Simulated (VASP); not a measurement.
Consider the following.

```xyz
2
Lattice="0.0000 2.6885 2.6885 2.6885 0.0000 2.6885 2.6885 2.6885 0.0000" Properties=species:S:1:pos:R:3 pbc="T T T"
Li     0.0000     0.0000     0.0000
Br     2.6885     2.6885     2.6885
```

Calculation: PBE GGA with D3 dispersion (Becke-Johnson damping), VASP's PBE PAW potentials (set 64) (plane waves; VASP). Numerical set-up: 520 eV cut-off, 10×10×10 Γ-centred mesh, tetrahedra with Blöchl corrections, potentials Li_sv Br.

**Question.** Tabulate the total density of states (states/eV per cell) against energy (eV; zero at the valence-band maximum or, without a gap, the Fermi level).

**Answer.** 
(E (eV), DOS (states/eV)): (-9.93, 0.00); (-9.45, 0.00); (-8.97, 0.00); (-8.49, 0.00); (-8.01, 0.00); (-7.53, 0.00); (-7.05, 0.00); (-6.57, 0.00); (-6.09, 0.00); (-5.61, 0.00); (-5.13, 0.00); (-4.65, 0.00); (-4.17, 0.00); (-3.69, 0.00); (-3.21, 0.05); (-2.73, 3.27); (-2.25, 0.85); (-1.77, 1.43); (-1.29, 1.58); (-0.81, 2.71); (-0.45, 2.83); (0.03, 0.23); (0.51, 0.00); (0.99, 0.00); (1.47, 0.00); (1.95, 0.00); (2.43, 0.00); (2.91, 0.00); (3.39, 0.00); (3.87, 0.00); (4.35, 0.00); (4.83, 0.00); (5.31, 0.00); (5.79, 0.10); (6.27, 0.58); (6.75, 1.52); (7.23, 1.82); (7.71, 0.49); (8.19, 2.60); (8.67, 1.68)
Within 2 eV below the valence-band maximum the largest weight inside VASP's projection spheres is Br p.

The compound is LiBr in the rock salt structure. It was relaxed first, which changed the volume by -7 %.
